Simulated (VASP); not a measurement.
Runs of VASP 6.6.1 on GaP. Symmetry: F-43m, No. 216, cubic system. Conventional cell: a = 5.450 Å, b = 5.450 Å, c = 5.450 Å, α = 90.00°, β = 90.00°, γ = 90.00°. Ga (site symmetry -43m) has 4 P at 2.36 Å as nearest neighbours. P (site symmetry -43m) has 4 Ga at 2.36 Å as nearest neighbours. The cell is a database's computed one.

| task | level | potentials or basis | cell | k mesh | cutoff (eV) | grid for exact exchange (PRECFOCK) | screening parameter | exchange at q = 0 | gap on the mesh (eV) | pressure (GPa) |
| --- | --- | --- | --- | --- | --- | --- | --- | --- | --- | --- |
| band structure | r2SCAN | VASP PAW PBE potentials, release 64 (Ga_d, P) | F-43m, 20.24 Å³/atom | 10 × 10 × 10 | 450 | - | - | - | 1.86 | -0.1 |
| band structure | LDA | VASP PAW LDA potentials, release 64 (Ga_d, P) | F-43m, 20.24 Å³/atom | 10 × 10 × 10 | 450 | - | - | - | 1.45 | -2.7 |
| band structure | HSE06 | VASP PAW PBE potentials, release 64 (Ga_d, P) | F-43m, 20.24 Å³/atom | 8 × 8 × 8 | 450 | Fast | 0.2 1/A | - | 2.31 | (a) |
| relaxation of cell and atoms | r2SCAN | VASP PAW PBE potentials, release 64 (Ga_d, P) | relaxed | 10 × 10 × 10 | 600 | - | - | - | 1.86 | 0.0 |
| band structure | PBE | VASP PAW PBE potentials, release 64 (Ga_d, P) | F-43m, 20.24 Å³/atom | 10 × 10 × 10 | 450 | - | - | - | 1.60 | 2.4 |
| band structure | PBE | VASP PAW PBE potentials, release 64 (Ga_d, P) | F-43m, 20.24 Å³/atom | 10 × 10 × 10 | 600 | - | - | - | 1.60 | 2.4 |
| band structure | PBE | VASP PAW PBE potentials, release 64 (Ga_d, P) | F-43m, 20.24 Å³/atom | 10 × 10 × 10 | 300 | - | - | - | (c) | - |
| dielectric tensor | PBE | VASP PAW PBE potentials, release 64 (Ga_d, P) | F-43m, 20.24 Å³/atom | 10 × 10 × 10 | 450 | - | - | - | 1.60 | - |
| band structure | PBE0 | VASP PAW PBE potentials, release 64 (Ga_d, P) | F-43m, 20.24 Å³/atom | 8 × 8 × 8 | 450 | Fast | - | truncated | 2.95 | (b) |

Alike in all rows: no spin polarisation; smearing gaussian 0.02 eV.

Problem. Fill in the values left out.

Solution. (a) 0.4; (b) 0.2; (c) 1.61.

Caveats: the PAW data sets were made with another functional, which shifts forces and pressure a little (some runs); the cutoff is under 1.25 times the usual one of these potentials, so pressure, stress and relaxed cells hold a basis-set (Pulay) error (some runs).

A k mesh can miss the band edges, and the runs leave out spin-orbit coupling on Ga.
